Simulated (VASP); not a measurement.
## NaSrLiS2: structure and properties in VASP

Wanted: the relaxed cell of NaSrLiS2 and its properties. The steps: rough relaxation of the start cell, relaxing cell and atoms (PBE), single point with fields (PBE), bands along the symmetry lines (PBE), density of states (PBE), bands along the symmetry lines (HSE06), dielectric tensor and Born charges (PBE), elastic constants (PBE) and elastic tensor by finite strains (PBE). The cell is invented: it takes the structure of a Materials Project entry for NaLiCdS2 (space group 156 there), with some of its atoms replaced by other elements, volume scaled by an estimate. It may not be a known or stable phase. Left out of this account: 1 further run (vcrelax: its dispersion library returned no energy). The atoms of the start are displaced at random from the sites of a P3m1 cell.

Program: VASP 6.6.1. Level of theory: PBE; plane waves and PAW (Sr_sv, S, Na_pv, Li_sv), in the first sound run; inputs show where later runs differ. Results are calculated unless marked as measured.

This is a report of a sequence of runs, with most program output left out.

## (1) Set-up

Before any relaxation, the start is as follows. Symmetry: P1, No. 1, triclinic system. The conventional cell has a = 4.216 Å, b = 4.216 Å, c = 7.141 Å, α = 90.00°, β = 90.00°, γ = 120.00°. Nearest to Sr lie 4 S at 2.56 to 2.63 Å. Nearest to S lie 3 Sr at 2.61 to 2.63 Å and 1 Li at 2.96 Å and 3 Na at 3.10 to 3.11 Å. Nearest to S lie 3 Li at 2.48 to 2.52 Å and 1 Sr at 2.56 Å and 3 Na at 2.95 to 2.97 Å. Na has 6 S at 2.95 to 3.11 Å nearest. Nearest to Li lie 4 S at 2.48 to 2.96 Å. It derives from NaLiCdS2. it takes the structure of a Materials Project entry for NaLiCdS2 (space group 156 there), with some of its atoms replaced by other elements, volume scaled by an estimate. Farther neighbours and most contacts between anions are not listed.

As a file:

```cif
data_structure
_symmetry_space_group_name_H-M 'P1'
_symmetry_Int_Tables_number 1
_cell_length_a 4.2156
_cell_length_b 4.2156
_cell_length_c 7.1407
_cell_angle_alpha 90.000
_cell_angle_beta 90.000
_cell_angle_gamma 120.000
_cell_volume 109.90
loop_
_atom_site_label
_atom_site_type_symbol
_atom_site_symmetry_multiplicity
_atom_site_Wyckoff_symbol
_atom_site_fract_x
_atom_site_fract_y
_atom_site_fract_z
_atom_site_occupancy
Sr1 Sr 1 a 0.00155 0.00034 0.38084 1
S1 S 1 a 0.33503 0.66467 0.24442 1
S2 S 1 a 0.00127 0.00271 0.73871 1
Na1 Na 1 a 0.66691 0.33259 0.97400 1
Li1 Li 1 a 0.33427 0.66338 0.65947 1
```

## (2) Rough relaxation of the start cell

The start is only an estimate, so a cheap relaxation brings it near a minimum before any careful run. PBE, the usual starting point, adds the gradient of the density.

INCAR reads:

```
SYSTEM = NaSrLiS2
PREC = Normal
ENCUT = 650
EDIFF = 1E-05
NELM = 60
ISMEAR = 0
SIGMA = 0.05
LREAL = .FALSE.
ALGO = Fast
GGA = PE
NBANDS = 22
LORBIT = 11
LWAVE = .FALSE.
LCHARG = .FALSE.
KPAR = 2
IBRION = 2
NSW = 40
ISIF = 3
EDIFFG = -0.04
```

POSCAR reads:

```
NaSrLiS2
1.0
    4.2155560000      0.0000000000      0.0000000000
   -2.1077780000      3.6507780000      0.0000000000
    0.0000000000      0.0000000000      7.1406780000
Sr S Na Li
1 2 1 1
Direct
    0.0003360000     -0.0012190000      0.3808380000
    0.6646690000      0.3296360000      0.2444200000
    0.0027080000      0.0014420000      0.7387060000
    0.3325860000      0.6656790000      0.9739960000
    0.6633820000      0.3291100000      0.6594680000
```

KPOINTS reads:

```
Automatic mesh
0
Gamma
5 5 3
0 0 0
```

PAW data sets: Sr_sv, S, Na_pv and Li_sv (PBE family, release 64).

Started as:

```
$ mpirun -np 2 vasp_std
```

Wall time 8.2 min (2 MPI ranks of Intel Xeon 6975P-C (Granite Rapids), shared host); peak memory 0.57 GiB.

The gap is read on the k-mesh alone, so it is an upper bound where the band edges lie off the mesh. This relaxation is a rough one on cheap settings, only to bring the start near its minimum. After so large a change of volume the plane waves of the start cell no longer fit, so the final stress carries a basis-set error.

Relaxation path:

```csv
step,energy less that of the first step (eV),largest force (eV/Å),pressure (GPa),volume (Å³)
1,0.0000,1.7800,8.81,109.90
2,-0.5882,0.6779,-0.22,130.25
3,-0.5894,0.6747,0.06,129.33
4,-0.6218,0.5946,-0.17,130.06
5,-0.6519,0.6681,-0.70,132.21
6,-0.6706,0.6106,-0.62,131.88
7,-0.7159,0.4160,-0.48,130.88
8,-0.7625,0.4384,-0.10,128.91
9,-0.7663,0.5257,0.01,128.20
10,-0.7938,0.4583,-0.18,127.99
11,-0.8265,0.3605,-0.44,127.49
12,-0.8280,0.3793,-0.53,127.36
13,-0.8510,0.3339,-0.20,125.07
14,-0.8588,0.3286,0.14,123.23
15,-0.8591,0.3248,0.14,122.94
16,-0.8682,0.1720,0.06,123.30
17,-0.8714,0.1644,0.01,123.65
18,-0.8758,0.0432,0.01,123.87
19,-0.8764,0.0552,0.01,123.97
20,-0.8764,0.0559,0.01,123.98
21,-0.8769,0.0284,-0.03,124.07
```

```csv
cell as run,before,after,change
a (Å),4.216,4.374,+3.7 %
b (Å),4.216,4.375,+3.8 %
c (Å),7.141,7.488,+4.9 %
β (°),90.00,89.99,-0.0 %
volume (Å³/atom),21.98,24.81,+12.9 %
```

The atoms that moved most (Å, as changes of fractional coordinates times the final cell):

```csv
atom,dx,dy,dz,length
Li5,0.007,0.011,0.687,0.687
S2,0.001,0.006,-0.456,0.456
Sr1,-0.004,-0.004,-0.181,0.181
Na4,0.003,-0.002,-0.063,0.063
S3,-0.007,-0.011,0.013,0.018
```

Final coordinates:

```xyz
5
Lattice="4.3735 -0.0004 0.0005 -2.1871 3.7887 0.0002 0.0009 0.0013 7.4882" Properties=species:S:1:pos:R:3 pbc="T T T"
Sr    0.0007   -0.0078    2.6706
S     2.1875    1.2547    1.3750
S     0.0025   -0.0044    5.5444
Na    0.0021    2.5212    7.2306
Li    2.1889    1.2581    5.6256
```

A gap read on the k-mesh alone can miss the band edges.

Numbers from this step:

| Property | Result |
| --- | --- |
| electrons | 32 |
| bands | 22 |
| irreducible k-points | 38 |
| symmetry operations | 1 |
| free energy (TOTEN) | -20.23 eV |
| Fermi energy | 0.982 eV |
| pressure | -0.02975 GPa |
| metallic | no |
| valence top at k | 0, 0, 0.3333 |
| conduction bottom at k | 0, 0, 0 |
| least direct gap at k | 0, 0, 0 |
| SCF cycles over all ionic steps | 430 |
| gap on the k-mesh | 2.694 eV |
| least direct gap on the k-mesh | 2.715 eV |

It ends with a largest force of 0.028 eV/Å and a pressure of -0.03 GPa.

## (3) Relaxing cell and atoms (PBE)

Properties are meant for the cell that this level of theory prefers, so cell and atoms are relaxed first (ISIF = 3) until forces and stress are small; EDIFFG sets the threshold.

INCAR reads:

```
SYSTEM = NaSrLiS2
PREC = Accurate
ENCUT = 650
EDIFF = 1E-06
NELM = 100
ISMEAR = 0
SIGMA = 0.05
LREAL = .FALSE.
ALGO = Normal
GGA = PE
NBANDS = 22
LORBIT = 11
LWAVE = .FALSE.
LCHARG = .FALSE.
KPAR = 2
IBRION = 2
NSW = 60
ISIF = 3
EDIFFG = -0.01
```

POSCAR reads:

```
NaSrLiS2
1.0
    4.3741087900      0.0000000000      0.0000000000
   -2.1870544000      3.7880893300      0.0000000000
    0.0000000000      0.0000000000      7.4881536900
Sr S Na Li
1 2 1 1
Direct
    0.6666666670      0.3333333330      0.3566484010
    0.3333333330      0.6666666670      0.1835757240
    0.6666666670      0.3333333330      0.7404188910
    0.0000000000      0.0000000000      0.9655665160
    0.3333333330      0.6666666670      0.7512184680
```

KPOINTS reads:

```
Automatic mesh
0
Gamma
6 6 3
0 0 0
```

The cell reached was symmetrised within 0.01 Å before this step, which raises the operations from 1 to 6, which the run then keeps.

Started as:

```
$ mpirun -np 2 vasp_std
```

It took 51 s on 2 MPI ranks; peak memory 0.65 GiB.

The run keeps the 6 symmetry operations of its start, so it cannot find a distortion of lower symmetry.

The steps of the relaxation:

```csv
step,energy less that of the first step (eV),largest force (eV/Å),pressure (GPa),volume (Å³)
1,0.0000,0.0332,-0.05,124.08
2,-0.0001,0.0287,-0.02,123.94
3,-0.0002,0.0190,0.05,123.65
4,-0.0003,0.0111,0.01,123.71
5,-0.0003,0.0135,-0.02,123.76
6,-0.0004,0.0084,0.01,123.71
```

```csv
"conventional cell, symmetrised",before,after,change
a (Å),4.374,4.366,-0.2 %
b (Å),4.374,4.366,-0.2 %
c (Å),7.488,7.494,+0.1 %
volume (Å³/atom),24.82,24.74,-0.3 %
```

The atoms that moved most (Å, as changes of fractional coordinates times the final cell):

```csv
atom,dx,dy,dz,length
S2,0.000,0.000,-0.011,0.011
Na4,0.000,0.000,0.007,0.007
```

The relaxed structure:

```xyz
5
Lattice="4.3661 0.0000 0.0000 -2.1830 3.7812 0.0000 0.0000 0.0000 7.4937" Properties=species:S:1:pos:R:3 pbc="T T T"
Sr    2.1830    1.2604    2.6763
S     0.0000    2.5208    1.3650
S     2.1830    1.2604    5.5458
Na    0.0000    0.0000    7.2430
Li    0.0000    2.5208    5.6316
```

This step gave:

```
irreducible k-points            : 17
symmetry operations             : 6
Fermi energy                    : 1.014 eV
pressure                        : 0.01220 GPa
SCF cycles over all ionic steps : 44
gap on the k-mesh               : 2.681 eV
least direct gap on the k-mesh  : 2.702 eV
```

It ends with a largest force of 0.008 eV/Å and a pressure of 0.01 GPa.

## (4) Single point with fields (PBE)

A single point on the relaxed cell gives a clean self-consistent state, with density, ELF and potential written out.

Changes to INCAR since step 3:

```diff
@@ -13,7 +13,5 @@
 LWAVE = .FALSE.
-LCHARG = .FALSE.
-KPAR = 2
-IBRION = 2
-NSW = 60
-ISIF = 3
-EDIFFG = -0.01
+LCHARG = .TRUE.
+ISIF = 2
+LELF = .TRUE.
+LVHAR = .TRUE.
```

POSCAR reads:

```
NaSrLiS2
1.0
    4.3660983257      0.0000000000      0.0000000000
   -2.1830491678      3.7811520644      0.0000000000
    0.0000000000      0.0000000000      7.4936637596
Sr S Na Li
1 2 1 1
Direct
    0.6666666670      0.3333333330      0.3571367486
    0.3333333330      0.6666666670      0.1821602464
    0.6666666670      0.3333333330      0.7400622896
    0.0000000000      0.0000000000      0.9665531349
    0.3333333330      0.6666666670      0.7515155805
```

KPOINTS is that of step 3.

Started as:

```
$ mpirun -np 2 vasp_std
```

The job ended after 15 s (2 MPI ranks; peak memory 0.44 GiB; 29 s of CPU time).

This step gave:

| Quantity | Value |
| --- | --- |
| SCF cycles | 16 |
| pressure | 0.008588 GPa |
| gap on the k-mesh | 2.680 eV |

Valence electrons inside each PAW sphere by angular momentum. Sphere charges, by row:

```csv
atom,s (e),p (e),d (e),tot (e)
Sr1,2.022,5.781,0.239,8.042
S2,1.319,2.449,0,3.768
S3,1.312,2.428,0,3.74
Na4,0.05,5.979,0,6.03
Li5,2.017,0.045,0,2.062
```

Electrostatic potential energy in the ac plane at fractional y = 0.333, with atoms of Sr and S within 0.2 Å of it. With pseudopotentials it is smooth inside the atoms' cores, unlike the true potential.

Ten even steps from '_' (-56 eV) to '@' (5 eV), each cell a mean:
```
@@@@@@@@@@@@@@@@@@@@@@@@@@@@
@@@@@@@@@@@@@@@@@@@@@@@@@@@@
@@@@@@@@@@@@@@@@@@@@@@@@@@@@
@@@@@@@@@@@@@@%%**++**%%@@@@
@@@@@@@@@@@@@@**..____==%%@@
@@@@@@@@@@@@%%--______..##@@
@@@@@@@@@@@@%%--______..##@@
@@@@@@@@@@@@@@**::__..++%%@@
@@@@@@@@@@@@@@%%##****%%@@@@
@@@@@@@@@@@@@@@@@@@@@@@@@@@@
@@@@@@@@@@@@@@@@@@@@@@@@@@@@
@@@@@@@@@@@@@@%%%%%%%%%%@@@@
@@@@@@@@@@@@%%####**####%%@@
@@@@@@@@@@%%%%##**++****##%%
@@@@@@@@@@%%##**++==++**##%%
@@@@@@@@@@%%##**++==++**##%%
@@@@@@@@@@%%##****++++**##%%
@@@@@@@@@@@@%%####****##%%@@
@@@@@@@@@@@@@@%%%%####%%@@@@
@@@@@@@@@@@@@@@@@@%%@@@@@@@@
@@@@@@@@@@@@@@@@@@@@@@@@@@@@
@@@@@@@@@@@@@@@@@@@@@@@@@@@@
@@@@@@@@@@@@@@@@@@@@@@@@@@@@
@@@@@@@@@@@@@@@@@@@@@@@@@@@@
```
Columns run along a (4.4 Å; values clipped at the 3rd and 97th percentile), rows up along c (7.5 Å). Atoms in or near the plane, at fractional coordinates: Sr at (0.67, 0.36), S at (0.67, 0.74).

Valence density in the ac plane at fractional y = 0.333, with atoms of Sr and S within 0.2 Å of it. It is the smooth field of the valence electrons, not physical close to the nuclei.

Ten even steps from '0' (0.0 e/Å³) to '9' (3.3 e/Å³), each cell a mean:
```
00000000000000
00000000000000
00000000111000
00000001222100
00000012323210
00000013201320
00000013201310
00000012333210
00000001222100
00000000111000
00000000000000
00000000000000
00000001233100
00000003676410
00000015899620
00000015899620
00000013687410
00000001343200
00000000111000
00000000000000
00000000000000
00000000000000
00000000000000
00000000000000
```
Columns run along a (4.4 Å), rows up along c (7.5 Å). Atoms in or near the plane, at fractional coordinates: Sr at (0.67, 0.36), S at (0.67, 0.74).

ELF in the ac plane at fractional y = 0.333, with atoms of Sr and S within 0.2 Å of it. It is the smooth field of the valence electrons, not physical close to the nuclei.

Values, 24 rows by 14 columns, each cell a mean:
```
0.03 0.02 0.02 0.02 0.03 0.05 0.10 0.21 0.31 0.37 0.34 0.24 0.12 0.06
0.05 0.02 0.02 0.02 0.04 0.14 0.32 0.53 0.63 0.67 0.65 0.57 0.39 0.19
0.18 0.06 0.02 0.04 0.13 0.40 0.64 0.77 0.82 0.83 0.82 0.79 0.69 0.49
0.41 0.14 0.04 0.09 0.32 0.64 0.79 0.85 0.86 0.85 0.86 0.86 0.82 0.71
0.55 0.22 0.06 0.14 0.45 0.74 0.84 0.86 0.81 0.72 0.77 0.85 0.85 0.79
0.59 0.24 0.06 0.16 0.49 0.77 0.85 0.83 0.63 0.35 0.53 0.80 0.86 0.81
0.59 0.24 0.07 0.16 0.49 0.76 0.84 0.83 0.64 0.38 0.54 0.79 0.85 0.80
0.54 0.23 0.07 0.15 0.45 0.72 0.82 0.85 0.81 0.75 0.79 0.85 0.84 0.77
0.46 0.19 0.06 0.13 0.38 0.65 0.77 0.84 0.86 0.86 0.86 0.85 0.80 0.70
0.32 0.13 0.05 0.09 0.26 0.49 0.62 0.70 0.74 0.76 0.75 0.71 0.65 0.55
0.13 0.06 0.04 0.05 0.11 0.18 0.22 0.25 0.27 0.28 0.27 0.26 0.23 0.20
0.03 0.03 0.03 0.03 0.03 0.04 0.06 0.13 0.21 0.27 0.24 0.15 0.08 0.05
0.02 0.02 0.03 0.03 0.02 0.06 0.25 0.58 0.71 0.74 0.73 0.64 0.35 0.10
0.03 0.05 0.09 0.06 0.03 0.16 0.54 0.80 0.80 0.75 0.78 0.82 0.66 0.26
0.05 0.12 0.25 0.17 0.06 0.22 0.66 0.82 0.73 0.59 0.68 0.81 0.75 0.35
0.09 0.26 0.47 0.35 0.13 0.19 0.60 0.81 0.71 0.58 0.66 0.80 0.71 0.29
0.17 0.46 0.64 0.54 0.25 0.13 0.43 0.78 0.79 0.75 0.78 0.80 0.57 0.17
0.36 0.65 0.74 0.69 0.46 0.16 0.18 0.59 0.79 0.84 0.82 0.68 0.28 0.11
0.55 0.73 0.78 0.76 0.61 0.28 0.10 0.24 0.51 0.66 0.58 0.31 0.10 0.17
0.66 0.76 0.79 0.77 0.69 0.43 0.16 0.05 0.09 0.14 0.11 0.05 0.09 0.32
0.64 0.73 0.76 0.74 0.67 0.47 0.22 0.05 0.02 0.02 0.02 0.03 0.14 0.38
0.50 0.58 0.61 0.60 0.53 0.37 0.18 0.05 0.02 0.01 0.02 0.03 0.12 0.30
0.23 0.27 0.28 0.28 0.25 0.17 0.09 0.04 0.02 0.02 0.02 0.03 0.06 0.13
0.07 0.08 0.08 0.08 0.08 0.06 0.04 0.04 0.06 0.07 0.07 0.05 0.04 0.05
```
Columns run along a (4.4 Å), rows up along c (7.5 Å). Atoms in or near the plane, at fractional coordinates: Sr at (0.67, 0.36), S at (0.67, 0.74).

In this run the pressure is 0.01 GPa, small enough to go on.

## (5) Bands along the symmetry lines (PBE)

Levels along the symmetry lines show where the bands peak and cross; KPOINTS_OPT computes them in the converged potential.

INCAR reads:

```
SYSTEM = NaSrLiS2
PREC = Accurate
ENCUT = 650
EDIFF = 1E-06
NELM = 100
ISMEAR = 0
SIGMA = 0.05
LREAL = .FALSE.
ALGO = Normal
GGA = PE
NBANDS = 31
LORBIT = 11
LWAVE = .FALSE.
LCHARG = .FALSE.
KPAR = 2
```

POSCAR is that of step 4.

KPOINTS is that of step 4.

KPOINTS_OPT reads:

```
Line mode
16
Line-mode
Reciprocal
  0.00000000   0.00000000   0.00000000 GAMMA
  0.50000000   0.00000000   0.00000000 M

  0.50000000   0.00000000   0.00000000 M
  0.33333333   0.33333333   0.00000000 K

  0.33333333   0.33333333   0.00000000 K
  0.00000000   0.00000000   0.00000000 GAMMA

  0.00000000   0.00000000   0.00000000 GAMMA
  0.00000000   0.00000000   0.50000000 A

  0.00000000   0.00000000   0.50000000 A
  0.50000000   0.00000000   0.50000000 L

  0.50000000   0.00000000   0.50000000 L
  0.33333333   0.33333333   0.50000000 H

  0.33333333   0.33333333   0.50000000 H
  0.00000000   0.00000000   0.50000000 A

  0.50000000   0.00000000   0.50000000 L
  0.50000000   0.00000000   0.00000000 M

  0.33333333   0.33333333   0.00000000 K
  0.33333333   0.33333333   0.50000000 H
```

Started as:

```
$ mpirun -np 2 vasp_std
```

Wall time 1.8 min (2 MPI ranks); peak memory 0.75 GiB.

This step gave:

| Property | Result |
| --- | --- |
| bands | 31 |
| Fermi energy | 1.125 eV |
| pressure | 0.007604 GPa |
| least gap on mesh and path | 2.673 eV |
| least direct gap on mesh and path | 2.702 eV |
| valence top at k | 0, 0, 0.5 |

The electronic bands at the labelled points (eV, zero at the valence-band top; v1 is the highest filled band, c1 the lowest empty one):

```csv
point,v4,v3,v2,v1,c1,c2,c3,c4
Γ,-0.65,-0.24,-0.03,-0.03,2.67,5.02,5.29,5.29
0.53 of the way,-0.95,-0.65,-0.31,-0.20,3.77,4.27,5.13,5.60
M,-0.93,-0.67,-0.49,-0.28,3.70,4.24,5.29,6.13
0.53 of the way,-0.96,-0.86,-0.69,-0.31,3.74,4.42,5.55,5.87
K,-1.17,-1.07,-0.69,-0.35,3.77,4.55,5.41,5.80
0.47 of the way,-1.03,-0.72,-0.48,-0.20,3.88,4.32,5.23,5.52
Γ,-0.65,-0.24,-0.03,-0.03,2.67,5.02,5.29,5.29
0.47 of the way,-0.66,-0.49,-0.02,-0.02,3.05,5.01,5.33,5.33
A,-0.68,-0.68,0.00,0.00,3.68,4.65,5.37,5.37
0.47 of the way,-0.71,-0.58,-0.31,-0.19,3.63,4.52,5.31,5.64
L,-0.81,-0.71,-0.33,-0.16,3.66,3.90,5.36,6.61
0.47 of the way,-1.08,-0.80,-0.37,-0.08,3.73,3.87,5.70,6.15
H,-1.37,-1.04,-0.35,-0.03,3.80,3.85,5.86,5.99
0.47 of the way,-0.95,-0.58,-0.39,-0.16,3.60,4.27,5.60,5.84
A,-0.68,-0.68,0.00,0.00,3.68,4.65,5.37,5.37
jump to L,-0.81,-0.71,-0.33,-0.16,3.66,3.90,5.36,6.61
0.47 of the way,-0.82,-0.76,-0.39,-0.21,3.66,4.07,5.39,6.20
M,-0.93,-0.67,-0.49,-0.28,3.70,4.24,5.29,6.13
jump to K,-1.17,-1.07,-0.69,-0.35,3.77,4.55,5.41,5.80
0.53 of the way,-1.28,-1.10,-0.48,-0.15,3.78,4.13,5.65,5.88
H,-1.37,-1.04,-0.35,-0.03,3.80,3.85,5.86,5.99
```

Of the projections kept (Sr, S, Na, Li), the largest for each band there; the rest of the weight can lie on other orbitals:

```csv
point,v4,v3,v2,v1,c1,c2,c3,c4
Γ,S 0.87,S 0.88,S 0.97,S 0.97,S 0.58,Sr 0.44,Sr 0.95,Sr 0.95
M,S 0.89,S 0.89,S 0.93,S 0.91,Sr 0.85,Sr 0.58,S 0.38,Sr 0.55
K,S 0.90,S 0.89,S 0.90,S 0.91,Sr 0.87,Sr 0.62,Sr 0.87,Sr 0.57
Γ,S 0.87,S 0.88,S 0.97,S 0.97,S 0.58,Sr 0.44,Sr 0.95,Sr 0.95
A,S 0.87,S 0.87,S 0.96,S 0.96,S 0.74,S 0.54,Sr 0.91,Sr 0.91
L,S 0.89,S 0.90,S 0.94,S 0.91,Sr 0.69,Sr 0.69,Sr 0.34,Sr 0.55
```

The path finds the gap of the mesh within 0.02 eV, so the mesh comes close to both band edges.

## (6) Density of states (PBE)

Here the states are counted by energy and projected on the atoms. The mesh is finer than in the run before.

Changes to INCAR since step 5:

```diff
@@ -5,3 +5,3 @@
 NELM = 100
-ISMEAR = 0
+ISMEAR = -5
 SIGMA = 0.05
@@ -15 +15,2 @@
 KPAR = 2
+NEDOS = 2001
```

POSCAR is that of step 5.

KPOINTS reads:

```
Automatic mesh
0
Gamma
9 9 5
0 0 0
```

Started as:

```
$ mpirun -np 2 vasp_std
```

The job ended after 56 s (2 MPI ranks; peak memory 0.9 GiB).

Numbers from this step:

```yaml
irreducible_k_points: 50
fermi_energy: 0.7745 eV
pressure: 0.007643 GPa
valence_top_at_k: 0, 0, 0.4
gap_on_the_k_mesh: 2.676 eV
```

The density of states has structure finer than the step of the table below, so its rows give means over 1 eV, whole bins alone (the curve runs from -12.0 to 7.06 eV). Peaks (eV: height): total -10.1: 10.4, -9.9: 19.3, -0.7: 10.2, -0.2: 14.6; S p -1.4: 2.61, -0.7: 4.42, -0.4: 3.37, -0.2: 6.71; Sr d 3.7: 1.08, 5.6: 1.14, 5.8: 1.03, 7.0: 1.19; Sr p -10.1: 0.394, -9.9: 0.287, -0.2: 0.199, 3.7: 0.196; Na s -1.7: 0.155, 5.2: 0.204, 5.5: 0.174, 6.9: 0.101.

States under -12.0 eV and over 7.1 eV are left out. Table of density of states by energy, zero at the valence-band top; means over each step; values in states/eV/cell:

```csv
energy (eV),total,S p,Sr d,Sr p,Na s,S s
-11,0.00299,0,0,3.1e-5,6.9e-6,0.00186
-10,3.99,5.3e-4,0.0119,0.0936,0.00207,2.55
-9,0,0,0,0,0,0
-8,0,0,0,0,0,0
-7,0,0,0,0,0,0
-6,0,0,0,0,0,0
-5,0,0,0,0,0,0
-4,0,0,0,0,0,0
-3,0,0,0,0,0,0
-2,2.24,0.758,0.0359,0.0195,0.0399,0.00657
-1,6.02,2.42,0.129,0.0623,0.00561,0.0106
0,3.74,1.71,0.0644,0.0436,0.00144,0.00475
1,0,0,0,0,0,0
2,0,0,0,0,0,0
3,0.158,0.0153,0.00523,0.00145,0.00326,0.0115
4,3.46,0.217,0.575,0.0580,0.0162,0.0297
5,1.82,0.0813,0.348,0.0129,0.0712,0.0752
6,3.88,0.180,0.803,0.0356,0.0991,0.0868
```

The gap on this mesh is 2.68 eV. In the top eV of the valence band the largest shares in the PAW spheres are S p 44 %. The rest lies in smaller channels or between the spheres.

## (7) A semilocal run for the hybrid's start

A hybrid converges badly from random orbitals, so a cheap semilocal run writes a WAVECAR on the same mesh first.

INCAR reads:

```
SYSTEM = NaSrLiS2
PREC = Accurate
ENCUT = 650
EDIFF = 1E-05
NELM = 100
ISMEAR = 0
SIGMA = 0.05
LREAL = .FALSE.
ALGO = Normal
GGA = PE
NBANDS = 22
LORBIT = 11
LWAVE = .TRUE.
LCHARG = .FALSE.
KPAR = 2
```

POSCAR is that of step 6.

KPOINTS reads:

```
Automatic mesh
0
Gamma
4 4 2
0 0 0
```

Started as:

```
$ mpirun -np 2 vasp_std
```

Wall time 8.6 s (2 MPI ranks); peak memory 0.57 GiB.

Numbers from this step:

```yaml
scf_cycles: 14
bands: 22
irreducible_k_points: 8
fermi_energy: 1.042 eV
pressure: 0.01455 GPa
valence_top_at_k: 0, 0, 0.5
gap_on_the_k_mesh: 2.670 eV
least_direct_gap_on_the_k_mesh: 2.698 eV
```

The run ends at a pressure of 0.01 GPa, with forces up to 0.0090 eV/Å.

(Part 1 of 2 ends here.)

[Lines on the potential files, build, host, timing and source positions are cut from VASP's logs without a mark.]

[Logs are printed without paths, hosts, clocks, repeated set-up lines and the standing remarks that a program may print on its own settings, such as how far it seeks lower states.]

[Hosts, paths, dates, database ids (printed as entryN), source tags and the programs' standing remarks are cut or masked in the printed files.]

[A measured line is paired with the nearest computed mode of its activity, which favours agreement.]
